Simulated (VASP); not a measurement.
Consider the following.

```xyz
2
Lattice="2.2263 1.2854 3.9752 -2.2263 1.2854 3.9752 0.0000 -2.5707 3.9752" Properties=species:S:1:pos:R:3 pbc="T T T"
Sb     0.0000     0.0000     9.1591
Bi     0.0000     0.0000     2.7662
```

Computed with PBEsol GGA, VASP's PBE PAW potentials (set 64) (plane waves; VASP). Numerical set-up: 400 eV cut-off, 7×7×7 Γ-centred mesh, Gaussian smearing of 0.050 eV, potentials Sb Bi_d.

Energy and stress use the plane-wave basis of the starting cell.

**Question.** The ions, cell shape and volume are relaxed. Give the cell that the relaxation ends in.

**Answer.** 
```xyz
2
Lattice="2.2165 1.2797 3.7799 -2.2165 1.2797 3.7799 0.0000 -2.5594 3.7799" Properties=species:S:1:pos:R:3 pbc="T T T"
Sb     0.0000     0.0000     8.6615
Bi     0.0000     0.0000     2.6781
```
Space group R3m (160), at a tolerance of 0.03 Å.

**Question.** How do energy and volume change from the first to the last step?

**Answer.** The energy (σ→0) changes by -15.3 meV/atom and the volume by -5.7 %, in 10 ionic steps.

```json
[
 {"step": "1", "E(σ→0) (eV)": "-8.8652", "max force (eV/Å)": "0.074", "pressure (GPa)": "-1.66", "volume (Å³)": "68.25"},
 {"step": "2", "E(σ→0) (eV)": "-8.8774", "max force (eV/Å)": "0.324", "pressure (GPa)": "0.91", "volume (Å³)": "64.81"},
 {"step": "3", "E(σ→0) (eV)": "-8.8794", "max force (eV/Å)": "0.256", "pressure (GPa)": "0.15", "volume (Å³)": "65.71"},
 {"step": "4", "E(σ→0) (eV)": "-8.8867", "max force (eV/Å)": "0.182", "pressure (GPa)": "0.13", "volume (Å³)": "65.26"},
 {"step": "5", "E(σ→0) (eV)": "-8.8953", "max force (eV/Å)": "0.012", "pressure (GPa)": "0.27", "volume (Å³)": "64.01"},
 {"step": "6", "E(σ→0) (eV)": "-8.8951", "max force (eV/Å)": "0.034", "pressure (GPa)": "-0.39", "volume (Å³)": "64.78"},
 {"step": "7", "E(σ→0) (eV)": "-8.8956", "max force (eV/Å)": "0.009", "pressure (GPa)": "-0.03", "volume (Å³)": "64.37"},
 {"step": "8", "E(σ→0) (eV)": "-8.8956", "max force (eV/Å)": "0.008", "pressure (GPa)": "-0.02", "volume (Å³)": "64.35"},
 {"step": "9", "E(σ→0) (eV)": "-8.8956", "max force (eV/Å)": "0.007", "pressure (GPa)": "-0.01", "volume (Å³)": "64.34"},
 {"step": "10", "E(σ→0) (eV)": "-8.8957", "max force (eV/Å)": "0.001", "pressure (GPa)": "0.00", "volume (Å³)": "64.33"}
]
```

The structure comes from a computed database's BiSb entry (R3m); how it stands against other phases isn't given here. This run relaxes it. Symmetry was kept, so distortions that lower it aren't found.
